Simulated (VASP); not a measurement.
Input:

```xyz
6
Lattice="4.3892 0.0000 0.0000 0.0000 4.3892 0.0000 0.0000 0.0000 2.8674" Properties=species:S:1:pos:R:3 pbc="T T T"
Mn     4.3892     4.3892     2.8674
Mn     2.1946     2.1946     1.4337
O      1.3379     1.3379     0.0000
O      3.5325     0.8566     1.4337
O      0.8566     3.5325     1.4337
O      3.0512     3.0512     2.8674
```
Starting moments (μB, in the order of the record's atoms Mn Mn O O O O): 2.7 -2.7 0.0 0.0 0.0 0.0.

Computed with r2SCAN meta-GGA, VASP's PBE PAW potentials (set 64) (plane waves; VASP). Settings: 520 eV cut-off, 6×6×9 Γ-centred mesh, tetrahedra with Blöchl corrections, potentials Mn_pv O.

**Question.** Give the spin-up energies of bands 16 to 29 at the high-symmetry points, in eV from the valence-band maximum.

**Answer.** 
```tsv
band	Γ	Y	C0	Z	A0	T	S	R
16	-3.88	-3.98	-3.98	-4.77	-4.84	-4.84	-4.70	-4.91
17	-3.79	-3.82	-3.82	-4.53	-4.51	-4.51	-4.35	-4.01
18	-3.35	-2.86	-2.86	-4.35	-3.94	-3.94	-3.96	-3.83
19	-2.89	-2.83	-2.83	-3.98	-3.69	-3.69	-3.95	-3.74
20	-2.77	-2.76	-2.76	-3.21	-2.69	-2.69	-2.65	-3.70
21	-1.97	-2.44	-2.44	-2.94	-2.32	-2.32	-2.30	-2.71
22	-1.47	-2.34	-2.34	-2.67	-1.99	-1.99	-1.52	-1.86
23	-0.93	-1.87	-1.87	-2.29	-1.28	-1.28	-1.36	-1.74
24	-0.85	-1.84	-1.84	-1.05	-0.75	-0.75	-1.26	-1.48
25	-0.27	0.00	0.00	-0.26	-0.73	-0.73	-0.81	-1.24
26	0.33	0.33	0.33	1.86	1.82	1.82	1.68	1.15
27	1.11	1.09	1.09	2.03	2.12	2.12	2.02	1.56
28	1.79	2.76	2.76	2.14	2.24	2.24	2.65	2.08
29	2.77	2.98	2.98	2.21	2.37	2.37	2.75	2.22
```

**Question.** Give the spin-down energies of bands 16 to 29 at the high-symmetry points, in eV from the valence-band maximum.

**Answer.** 
```
band      Γ      Y     C0      Z     A0      T      S      R
----  -----  -----  -----  -----  -----  -----  -----  -----
16    -3.88  -3.98  -3.98  -4.77  -4.84  -4.84  -4.70  -4.91
17    -3.79  -3.82  -3.82  -4.53  -4.51  -4.51  -4.35  -4.01
18    -3.35  -2.86  -2.86  -4.35  -3.94  -3.94  -3.96  -3.83
19    -2.89  -2.83  -2.83  -3.98  -3.69  -3.69  -3.95  -3.74
20    -2.77  -2.76  -2.76  -3.21  -2.69  -2.69  -2.65  -3.70
21    -1.97  -2.44  -2.44  -2.94  -2.32  -2.32  -2.30  -2.71
22    -1.47  -2.34  -2.34  -2.67  -1.99  -1.99  -1.52  -1.86
23    -0.93  -1.87  -1.87  -2.29  -1.28  -1.28  -1.36  -1.74
24    -0.85  -1.84  -1.84  -1.05  -0.75  -0.75  -1.26  -1.48
25    -0.27   0.00   0.00  -0.26  -0.73  -0.73  -0.81  -1.24
26     0.33   0.33   0.33   1.86   1.82   1.82   1.68   1.15
27     1.11   1.09   1.09   2.03   2.12   2.12   2.02   1.56
28     1.79   2.76   2.76   2.14   2.24   2.24   2.65   2.08
29     2.77   2.98   2.98   2.21   2.37   2.37   2.75   2.22
```

The gap is direct, 0.33 eV, from the valence maximum at Y to the conduction minimum at Y.

The compound is MnO2 in the rutile structure. It was relaxed first.
